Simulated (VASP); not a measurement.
Calculation: optB88-vdW, VASP's PBE PAW potentials (set 64) (plane waves; VASP 6.6.1).

VASP ran on this input.

INCAR:
```
AGGAC = 0.0
ALGO = Normal
EDIFF = 1E-6
EDIFFG = -0.01
ENCUT = 520
GGA = BO
IBRION = 2
ISIF = 3
ISMEAR = 1
LASPH = .True.
LCHARG = .False.
LMAXMIX = 6
LREAL = .False.
LUSE_VDW = .True.
LWAVE = .False.
NELM = 100
NSW = 60
PARAM1 = 0.1833333333
PARAM2 = 0.22
PREC = Accurate
SIGMA = 0.1
SYSTEM = Os
```

POSCAR:
```
Os
1
    1.3823695203    -2.3943338782    -0.0000000000
    1.3823695203     2.3943338782    -0.0000000000
    0.0000000000     0.0000000000     4.3536899579
Os
2
Direct
  0.3333330000   0.6666670000   0.2500000000
  0.6666670000   0.3333330000   0.7500000000
```

KPOINTS:
```
Automatic mesh
0
Gamma
14 14 8
0 0 0
```

POTCAR, in this order: Os (PBE.64 set). Program: vasp_std.

The resulting files:

**OSZICAR**
```
       N       E                     dE             d eps       ncg     rms          rms(c)
DAV:   1     0.107739026735E+03    0.10774E+03   -0.76083E+03  2880   0.128E+03
DAV:   2    -0.107165363287E+02   -0.11846E+03   -0.10737E+03  3016   0.393E+02
DAV:   3    -0.182150158634E+02   -0.74985E+01   -0.68967E+01  3572   0.788E+01
DAV:   4    -0.184005153067E+02   -0.18550E+00   -0.18419E+00  3012   0.134E+01
DAV:   5    -0.184026601738E+02   -0.21449E-02   -0.21440E-02  3384   0.118E+00    0.213E+01
DAV:   6    -0.173831935531E+02    0.10195E+01   -0.11758E+00  3116   0.103E+01    0.950E+00
DAV:   7    -0.171070802765E+02    0.27611E+00   -0.73194E-01  3340   0.791E+00    0.577E-01
DAV:   8    -0.171019333578E+02    0.51469E-02   -0.63078E-03  2944   0.645E-01    0.349E-01
DAV:   9    -0.170993789298E+02    0.25544E-02   -0.21432E-03  3060   0.529E-01    0.595E-02
DAV:  10    -0.170994193648E+02   -0.40435E-04   -0.72656E-05  3304   0.841E-02    0.887E-03
DAV:  11    -0.170993925557E+02    0.26809E-04   -0.71744E-06  2992   0.338E-02    0.239E-03
DAV:  12    -0.170993919266E+02    0.62904E-06   -0.13468E-07  1520   0.328E-03
   1 F= -.17099392E+02 E0= -.17099006E+02  d E =-.170994E+02
```

File OUTCAR:
```
------------------------ aborting loop because EDIFF is reached ----------------------------------------
  FORCE on cell =-STRESS in cart. coord.  units (eV):
  Direction    XX          YY          ZZ          XY          YZ          ZX
  --------------------------------------------------------------------------------------
  Total        0.0025544      0.0025544      0.0033688      0.0000000      0.0000000      0.0000000
  in kB        0.1420024      0.1420023      0.1872810      0.0000000      0.0000000      0.0000000
  external PRESSURE =       0.1570952 kB  Pullay stress =       0.0000000 kB
  volume of cell :       28.82
      direct lattice vectors                 reciprocal lattice vectors
     1.382369520 -2.394333878  0.000000000     0.361697790 -0.208826348  0.000000000
     1.382369520  2.394333878  0.000000000     0.361697790  0.208826348  0.000000000
     0.000000000  0.000000000  4.353689958     0.000000000  0.000000000  0.229690219
 POSITION                                       TOTAL-FORCE (eV/Angst)
 -----------------------------------------------------------------------------------
      1.38237      0.79811      1.08842        -0.000000      0.000000      0.000000
      1.38237     -0.79811      3.26527         0.000000     -0.000000      0.000000
 -----------------------------------------------------------------------------------
    total drift:                               -0.000001      0.000027     -0.000020
  FREE ENERGIE OF THE ION-ELECTRON SYSTEM (eV)
  ---------------------------------------------------
  free  energy   TOTEN  =       -17.0993919266 eV

  energy  without entropy=      -17.0982344448  energy(sigma->0) =      -17.09900610

 reached required accuracy - stopping structural energy minimisation
```
(Selected blocks of OUTCAR.)

The compound is Os in the hcp structure. It was relaxed first. The start is the result of an earlier pass.
